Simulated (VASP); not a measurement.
## NaMg6Ti: band structure with AM05+D4

The system is NaMg6Ti.

```xyz
8
Lattice="5.0524 -0.0335 0.0356 0.0176 3.2163 5.5662 0.0591 -3.2796 5.6027" Properties=species:S:1:pos:R:3 pbc="T T T"
Ti    0.0646   -0.0533    9.3922
Mg    2.5390   -0.0273    1.8843
Mg    2.5687   -1.7342    4.6396
Mg    2.5471    1.6484    4.6206
Mg    0.0257   -0.0212    3.7435
Mg    0.0551   -1.6620    6.5128
Mg    0.0343    1.5882    6.4945
Na    2.5773   -0.0589    7.4591
```

The cell comes from a database or a generator and needn't be the stable form of this composition.

The cell isn't the ideal one: cell strained at random at fixed volume.

```yaml
Program: VASP 6.6.1
Task: band structure
Functional: AM05
Dispersion: D4
Potentials_or_basis: VASP PAW PBE potentials, release 64 (Ti_sv, Mg, Na_pv)
Cutoff: 520 eV
k_mesh: 5 × 5 × 5
Occupations: fermi-dirac, width 0.1 eV
Spin: collinear spin, ferromagnetic start
Starting_moments: "[1.0, 0.0, 0.0, 0.0, 0.0, 0.0, 0.0, 0.0] μB"
Further_INCAR_settings: ALGO = Normal; EDIFF = 1e-06
```

```yaml
Band_gap_along_the_path: none (metal or under the smearing width)
Net_moment: 1.65 μB per cell
Dispersion_energy_per_atom: -0.048 eV
```

Levels at the corners of the path, in eV from the Fermi level:
Spin up:
```tsv
point	band 14	band 15	band 16	band 17	band 18	band 19	band 20	band 21
X	-0.88	-0.57	-0.45	-0.43	-0.35	-0.20	0.01	0.20
Γ	-1.12	-1.01	-0.53	-0.23	0.02	0.73	0.76	1.46
Γ	-1.12	-1.01	-0.53	-0.23	0.02	0.73	0.76	1.46
Y	-0.46	-0.29	0.33	0.48	0.67	1.26	1.36	1.67
L	-1.49	-1.32	-0.29	0.13	0.19	0.62	0.74	2.62
Γ	-1.12	-1.01	-0.53	-0.23	0.02	0.73	0.76	1.46
Γ	-1.12	-1.01	-0.53	-0.23	0.02	0.73	0.76	1.46
Z	-0.47	-0.32	0.12	0.20	0.86	1.24	1.29	1.53
N	-1.60	-1.10	-0.28	0.10	0.31	0.65	0.75	2.80
Γ	-1.12	-1.01	-0.53	-0.23	0.02	0.73	0.76	1.46
Γ	-1.12	-1.01	-0.53	-0.23	0.02	0.73	0.76	1.46
M	-0.46	-0.29	0.32	0.45	0.67	1.23	1.37	1.67
R	-1.37	-1.30	-0.28	0.13	0.19	0.61	0.73	2.57
Γ	-1.12	-1.01	-0.53	-0.23	0.02	0.73	0.76	1.46
```
Spin down:
```csv
point,band 11,band 12,band 13,band 14,band 15,band 16,band 17,band 18,band 19,band 20
X,-0.97,-0.90,-0.84,-0.67,-0.44,-0.32,-0.27,-0.08,0.00,0.52
Γ,-1.96,-1.66,-1.54,-0.90,-0.86,-0.24,0.62,0.89,1.52,1.55
Γ,-1.96,-1.66,-1.54,-0.90,-0.86,-0.24,0.62,0.89,1.52,1.55
Y,-2.62,-0.51,-0.28,0.21,0.25,0.72,0.94,1.06,1.53,1.87
L,-3.41,-1.57,-1.42,-1.33,-1.17,0.50,1.03,1.05,1.33,1.60
Γ,-1.96,-1.66,-1.54,-0.90,-0.86,-0.24,0.62,0.89,1.52,1.55
Γ,-1.96,-1.66,-1.54,-0.90,-0.86,-0.24,0.62,0.89,1.52,1.55
Z,-2.62,-0.34,-0.23,0.19,0.24,0.45,0.78,0.93,1.60,1.65
N,-3.57,-1.71,-1.44,-1.28,-0.99,0.49,1.01,1.20,1.30,1.60
Γ,-1.96,-1.66,-1.54,-0.90,-0.86,-0.24,0.62,0.89,1.52,1.55
Γ,-1.96,-1.66,-1.54,-0.90,-0.86,-0.24,0.62,0.89,1.52,1.55
M,-2.57,-0.53,-0.29,0.20,0.24,0.70,0.96,1.06,1.51,1.84
R,-3.41,-1.51,-1.38,-1.23,-1.15,0.50,1.03,1.05,1.30,1.58
Γ,-1.96,-1.66,-1.54,-0.90,-0.86,-0.24,0.62,0.89,1.52,1.55
```

It took 16 min on 1 thread of Intel(R) Xeon(R) Platinum 8488C (Sapphire Rapids), with other jobs on the host, peak memory 0.81 GiB.

Caveat: the log is that of the step along the path at fixed density, whose energy, stress, charges and moments have no meaning.
